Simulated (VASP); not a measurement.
# NiSb (Breithauptite) with AM05 + U: from relaxation to properties, part 7 of 11

Aim: relax NiSb (Breithauptite), then compute properties on the relaxed cell. The start is a cell from a database of measured crystal structures.

VASP 6.6.1, plane waves and PAW; the level of theory is named at each step.

Still holding for the runs below: This run allows spin, but its moments start at zero, where symmetry between the spins tends to hold them, which is where the search above led. The k-mesh is coarse for a metal. A U on the itinerant d states of such a compound is hard to justify; it moves the bands at the Fermi level.

So far. Step 7 (The orders side by side): All patterns lost their moments. Runs that ended non-magnetic differ by up to 5.4 meV an atom among themselves, which can come from the unlike meshes of the cells or from a run that isn't fully settled. The session goes on with moments started at or near zero. Step 8 (Full relaxation (AM05 + U)): It ends with forces that vanish by symmetry and a pressure of 0.06 GPa. The relaxed cell has a = 3.850, c = 5.047 Å (conventional setting).

The database entry behind the starting cell differs from later determinations by our own check (c about 0.3 % short), so it need not match the best structure at ambient conditions.

### 9. Second relaxation

Level of this step: AM05, DFT+U (Ni d 4 eV), zero-moment start; plane waves and PAW (Ni, Sb) (VASP).

A relaxation keeps the plane waves of the cell it began with, so it is repeated from the new cell, on a basis made for it.

Input file INCAR:

```
SYSTEM = NiSb
PREC = Accurate
ENCUT = 400
EDIFF = 1E-06
NELM = 100
ISMEAR = 0
SIGMA = 0.05
LREAL = .FALSE.
ALGO = Normal
GGA = AM
NBANDS = 23
ISPIN = 2
MAGMOM = -0 -0 0 0
LDAU = .TRUE.
LDAUTYPE = 2
LDAUL = 2 -1
LDAUU = 4 0
LDAUJ = 0 0
LDAUPRINT = 1
LASPH = .TRUE.
LMAXMIX = 4
LORBIT = 11
LWAVE = .FALSE.
LCHARG = .FALSE.
KPAR = 8
IBRION = 2
NSW = 60
ISIF = 3
EDIFFG = -0.01
```

Input file POSCAR:

```
NiSb
1.0
    3.8503447294      0.0000000000      0.0000000000
   -1.9251723647      3.3344963490      0.0000000000
    0.0000000000      0.0000000000      5.0467105520
Ni Sb
2 2
Direct
    0.0000000000      0.0000000000      0.0000000000
    0.0000000000      0.0000000000      0.5000000000
    0.3333333333      0.6666666667      0.2500000000
    0.6666666667      0.3333333333      0.7500000000
```

Input file KPOINTS:

```
Automatic mesh
0
Gamma
6 6 4
0 0 0
```

Potentials, in the order of the species: Ni and Sb (PBE family, release 64).

The run is started by

```bash
mpirun -np 8 vasp_std
```

The program printed:

```text
[... set-up lines as in an earlier step ...]
 entering main loop
       N       E                     dE             d eps       ncg     rms          rms(c)
DAV:   1     0.157038619168E+03    0.15704E+03   -0.10592E+04  1956   0.112E+03
DAV:   2    -0.941868145854E+01   -0.16646E+03   -0.15847E+03  2072   0.257E+02
DAV:   3    -0.174508600732E+02   -0.80322E+01   -0.79391E+01  2317   0.730E+01
DAV:   4    -0.175868904166E+02   -0.13603E+00   -0.13597E+00  2198   0.924E+00
DAV:   5    -0.175910829459E+02   -0.41925E-02   -0.41924E-02  2415   0.163E+00    0.110E+01
DAV:   6    -0.176988833456E+02   -0.10780E+00   -0.62976E+00  2184   0.458E+01    0.740E+00
DAV:   7    -0.169796061642E+02    0.71928E+00   -0.31864E+00  2303   0.352E+01    0.437E+00
DAV:   8    -0.169045862827E+02    0.75020E-01   -0.44050E-01  2239   0.720E+00    0.548E-01
DAV:   9    -0.169023604113E+02    0.22259E-02   -0.17238E-02  2611   0.144E+00    0.312E-01
DAV:  10    -0.169024960754E+02   -0.13566E-03   -0.30432E-03  2178   0.494E-01    0.155E-01
DAV:  11    -0.169025868408E+02   -0.90765E-04   -0.81620E-04  2820   0.427E-01    0.688E-02
DAV:  12    -0.169026001090E+02   -0.13268E-04   -0.17142E-04  2093   0.115E-01    0.498E-02
DAV:  13    -0.169025954477E+02    0.46613E-05   -0.17073E-05  2765   0.349E-02    0.595E-03
DAV:  14    -0.169025957503E+02   -0.30260E-06   -0.29556E-06  1929   0.174E-02
   1 F= -.16902596E+02 E0= -.16899487E+02  d E =-.169026E+02  mag=    -0.0000
 curvature:   0.00 expect dE= 0.000E+00 dE for cont linesearch  0.000E+00
 trial: gam= 0.00000 g(F)=  0.360E-47 g(S)=  0.134E-03 ort = 0.000E+00 (trialstep = 0.100E+01)
 search vector abs. value=  0.134E-03
 bond charge predicted
       N       E                     dE             d eps       ncg     rms          rms(c)
DAV:   1    -0.169049557608E+02   -0.23603E-02   -0.23488E-02  2184   0.235E+00    0.448E-01
DAV:   2    -0.169071705787E+02   -0.22148E-02   -0.35481E-02  2254   0.359E+00    0.523E-01
DAV:   3    -0.169026646029E+02    0.45060E-02   -0.13992E-02  2254   0.232E+00    0.755E-02
DAV:   4    -0.169025942483E+02    0.70355E-04   -0.32276E-04  2072   0.127E-01    0.217E-02
DAV:   5    -0.169025871360E+02    0.71123E-05   -0.18005E-05  2518   0.708E-02    0.568E-03
DAV:   6    -0.169025863887E+02    0.74726E-06   -0.35893E-06  1978   0.138E-02
   2 F= -.16902586E+02 E0= -.16899426E+02  d E =0.936157E-05  mag=    -0.0000
 trial-energy change:    0.000009  1 .order    0.000028   -0.000134    0.000191
 step:   0.5006(harm=  0.4123)  dis= 0.00000  next Energy=   -16.902632 (dE=-0.359E-04)
 bond charge predicted
       N       E                     dE             d eps       ncg     rms          rms(c)
DAV:   1    -0.169032180931E+02   -0.63096E-03   -0.58095E-03  2184   0.117E+00    0.223E-01
DAV:   2    -0.169037562578E+02   -0.53816E-03   -0.88138E-03  2254   0.179E+00    0.261E-01
DAV:   3    -0.169026442597E+02    0.11120E-02   -0.34718E-03  2261   0.115E+00    0.387E-02
DAV:   4    -0.169026246792E+02    0.19580E-04   -0.79617E-05  2072   0.700E-02    0.948E-03
DAV:   5    -0.169026234629E+02    0.12164E-05   -0.38570E-06  2205   0.313E-02    0.259E-03
DAV:   6    -0.169026239474E+02   -0.48455E-06   -0.76656E-07  1182   0.681E-03
   3 F= -.16902624E+02 E0= -.16899489E+02  d E =-.281971E-04  mag=    -0.0000
 curvature:  -0.20 expect dE=-0.116E-06 dE for cont linesearch -0.176E-08
 trial: gam= 0.01240 g(F)=  0.484E-47 g(S)=  0.578E-06 ort =-0.108E-05 (trialstep = 0.900E+00)
 search vector abs. value=  0.572E-06
 reached required accuracy - stopping structural energy minimisation
```

It took 34 s on 8 MPI ranks of AMD EPYC 7R43, shared host; peak memory 1.6 GiB; 4.4 min of CPU time.

Parts of OUTCAR (step 9):

```text
   ENCUT  =  400.0 eV  29.40 Ry    5.42 a.u.   6.28  6.28  8.23*2*pi/ulx,y,z

   NELECT =      30.0000    total number of electrons

atom =   1  type =  1  l = 2

 onsite density matrix

spin component  1

  0.8737 -0.0000  0.0000  0.0467 -0.0000
 -0.0000  0.8622  0.0000 -0.0000  0.0467
  0.0000  0.0000  0.8944 -0.0000  0.0000
  0.0467 -0.0000 -0.0000  0.8622 -0.0000
 -0.0000  0.0467  0.0000 -0.0000  0.8737

spin component  2

 occupancies and eigenvectors

  o =  0.8209  v = -0.6626 -0.0000 -0.0000  0.7490  0.0000  0.0000  0.0000  0.0000  0.0000  0.0000      0.0000  0.0000  0.0000  0.0000  0.0000  0.0000  0.0000  0.0000  0.0000  0.0000
  o =  0.8209  v = -0.0000  0.7490  0.0000  0.0000 -0.6626  0.0000  0.0000  0.0000  0.0000  0.0000      0.0000  0.0000  0.0000  0.0000  0.0000  0.0000  0.0000  0.0000  0.0000  0.0000
  o =  0.8209  v =  0.0000  0.0000  0.0000  0.0000  0.0000 -0.6625 -0.0000 -0.0000  0.7490  0.0000      0.0000  0.0000  0.0000  0.0000  0.0000  0.0000  0.0000  0.0000  0.0000  0.0000
  o =  0.8209  v =  0.0000  0.0000  0.0000  0.0000  0.0000 -0.0000  0.7490  0.0000  0.0000 -0.6625      0.0000  0.0000  0.0000  0.0000  0.0000  0.0000  0.0000  0.0000  0.0000  0.0000
  o =  0.8944  v =  0.0000  0.0000 -1.0000  0.0000  0.0000  0.0000  0.0000  0.0000  0.0000  0.0000      0.0000  0.0000  0.0000  0.0000  0.0000  0.0000  0.0000  0.0000  0.0000  0.0000
  o =  0.8944  v =  0.0000  0.0000  0.0000  0.0000  0.0000  0.0000  0.0000 -1.0000  0.0000  0.0000      0.0000  0.0000  0.0000  0.0000  0.0000  0.0000  0.0000  0.0000  0.0000  0.0000
  o =  0.9151  v =  0.7490 -0.0000 -0.0000  0.6626 -0.0000  0.0000  0.0000  0.0000  0.0000  0.0000      0.0000  0.0000  0.0000  0.0000  0.0000  0.0000  0.0000  0.0000  0.0000  0.0000
  o =  0.9151  v = -0.0000 -0.6626 -0.0000 -0.0000 -0.7490  0.0000  0.0000  0.0000  0.0000  0.0000      0.0000  0.0000  0.0000  0.0000  0.0000  0.0000  0.0000  0.0000  0.0000  0.0000
  o =  0.9151  v =  0.0000  0.0000  0.0000  0.0000  0.0000  0.7490 -0.0000 -0.0000  0.6625 -0.0000      0.0000  0.0000  0.0000  0.0000  0.0000  0.0000  0.0000  0.0000  0.0000  0.0000
  o =  0.9151  v =  0.0000  0.0000  0.0000  0.0000  0.0000 -0.0000 -0.6625 -0.0000 -0.0000 -0.7490      0.0000  0.0000  0.0000  0.0000  0.0000  0.0000  0.0000  0.0000  0.0000  0.0000

atom =   2  type =  1  l = 2

 onsite density matrix

spin component  1

  0.8737  0.0000  0.0000 -0.0467 -0.0000
  0.0000  0.8622 -0.0000 -0.0000 -0.0467
  0.0000 -0.0000  0.8944  0.0000  0.0000
 -0.0467 -0.0000  0.0000  0.8622  0.0000
 -0.0000 -0.0467  0.0000  0.0000  0.8737

spin component  2

 occupancies and eigenvectors

  o =  0.8209  v =  0.6626  0.0000 -0.0000  0.7490  0.0000  0.0000  0.0000  0.0000  0.0000  0.0000      0.0000  0.0000  0.0000  0.0000  0.0000  0.0000  0.0000  0.0000  0.0000  0.0000
  o =  0.8209  v =  0.0000 -0.7490  0.0000  0.0000 -0.6626  0.0000  0.0000  0.0000  0.0000  0.0000      0.0000  0.0000  0.0000  0.0000  0.0000  0.0000  0.0000  0.0000  0.0000  0.0000
  o =  0.8209  v =  0.0000  0.0000  0.0000  0.0000  0.0000  0.6625 -0.0000  0.0000  0.7490 -0.0000      0.0000  0.0000  0.0000  0.0000  0.0000  0.0000  0.0000  0.0000  0.0000  0.0000
  o =  0.8209  v =  0.0000  0.0000  0.0000  0.0000  0.0000  0.0000  0.7490 -0.0000  0.0000  0.6625      0.0000  0.0000  0.0000  0.0000  0.0000  0.0000  0.0000  0.0000  0.0000  0.0000
  o =  0.8944  v = -0.0000  0.0000  1.0000  0.0000 -0.0000  0.0000  0.0000  0.0000  0.0000  0.0000      0.0000  0.0000  0.0000  0.0000  0.0000  0.0000  0.0000  0.0000  0.0000  0.0000
  o =  0.8944  v =  0.0000  0.0000  0.0000  0.0000  0.0000  0.0000 -0.0000 -1.0000 -0.0000  0.0000      0.0000  0.0000  0.0000  0.0000  0.0000  0.0000  0.0000  0.0000  0.0000  0.0000
  o =  0.9151  v =  0.7490 -0.0000  0.0000 -0.6626  0.0000  0.0000  0.0000  0.0000  0.0000  0.0000      0.0000  0.0000  0.0000  0.0000  0.0000  0.0000  0.0000  0.0000  0.0000  0.0000
  o =  0.9151  v =  0.0000  0.6626 -0.0000 -0.0000 -0.7490  0.0000  0.0000  0.0000  0.0000  0.0000      0.0000  0.0000  0.0000  0.0000  0.0000  0.0000  0.0000  0.0000  0.0000  0.0000
  o =  0.9151  v =  0.0000  0.0000  0.0000  0.0000  0.0000  0.7490  0.0000 -0.0000 -0.6625 -0.0000      0.0000  0.0000  0.0000  0.0000  0.0000  0.0000  0.0000  0.0000  0.0000  0.0000
  o =  0.9151  v =  0.0000  0.0000  0.0000  0.0000  0.0000 -0.0000  0.6625 -0.0000  0.0000 -0.7490      0.0000  0.0000  0.0000  0.0000  0.0000  0.0000  0.0000  0.0000  0.0000  0.0000

 E-fermi :  10.5630

 spin component 1
 k-point     1 :       0.0000    0.0000    0.0000
  band No.  band energies     occupation
    ...
      9       7.7611      1.00000
     10       7.7611      1.00000
     11       8.6320      1.00000
     12       8.6320      1.00000
     13      10.0657      1.00000
     14      11.4362      0.00000
     15      11.4362      0.00000
     16      13.1322      0.00000
     17      13.1322      0.00000
     18      13.8957      0.00000
    ...

 k-point     2 :       0.1667    0.0000    0.0000
  band No.  band energies     occupation
    ...
     11       8.5945      1.00000
     12       8.6322      1.00000
     13       9.3803      1.00000
     14       9.9449      1.00000
     15      10.2578      1.00000
     16      12.1469      0.00000
     17      14.0919      0.00000
     18      14.1905      0.00000
     19      15.3870      0.00000
     20      16.7100      0.00000
    ...

  Total        0.0034677      0.0034677     -0.0048859      0.0000000      0.0000000      0.0000000
  in kB        0.0858395      0.0858395     -0.1209464      0.0000000      0.0000000      0.0000000
  external PRESSURE =       0.0169109 kB  Pullay stress =       0.0000000 kB

 POSITION                                       TOTAL-FORCE (eV/Angst)
 -----------------------------------------------------------------------------------
      0.00000      0.00000      0.00000        -0.000000     -0.000000      0.000000
      0.00000     -0.00000      2.52237        -0.000000      0.000000      0.000000
     -0.00000      2.22221      1.26118         0.000000     -0.000000     -0.000000
      1.92449      1.11110      3.78355        -0.000000      0.000000     -0.000000
 -----------------------------------------------------------------------------------
    total drift:                               -0.000000      0.000000      0.000000

  FREE ENERGIE OF THE ION-ELECTRON SYSTEM (eV)
  ---------------------------------------------------
  free  energy   TOTEN  =       -16.9026239474 eV

  energy  without entropy=      -16.8963547004  energy(sigma->0) =      -16.89948932

 magnetization (x)
# of ion       s       p       d       tot
------------------------------------------
    1       -0.000  -0.000  -0.000  -0.000
    2       -0.000  -0.000  -0.000  -0.000
    3       -0.000  -0.000  -0.000  -0.000
    4       -0.000  -0.000  -0.000  -0.000
--------------------------------------------------
tot         -0.000  -0.000  -0.000  -0.000

[... 6 parts as in an earlier step ...]

[... 15 further parts left out ...]
```

Little changed from the start: no atom moved by 0.005 Å and no cell edge by 0.1 %.

This step gave:

| Property | Result |
| --- | --- |
| free energy (TOTEN) | -16.90 eV |
| energy at zero smearing | -16.90 eV |
| Fermi energy | 10.56 eV |
| pressure | 0.001691 GPa |
| SCF cycles over all ionic steps | 26 |

It ends with forces that vanish by symmetry and a pressure of 0.00 GPa. The volume moved by only 0.11 %, so the volume is settled.

[end of part 7 of 11]

[Lines on the potential files, build, host, timing and source positions are cut from VASP's logs without a mark.]

[Logs are printed without paths, hosts, clocks, repeated set-up lines and the standing remarks that a program may print on its own settings, such as how far it seeks lower states.]

[Hosts, paths, dates, database ids (printed as entryN), source tags and the programs' standing remarks are cut or masked in the printed files.]

[A measured line is paired with the nearest computed mode of its activity, which favours agreement.]

[In band tables of VASP the shares of atoms and orbitals are scaled to a sum of 1 inside the atoms' spheres.]
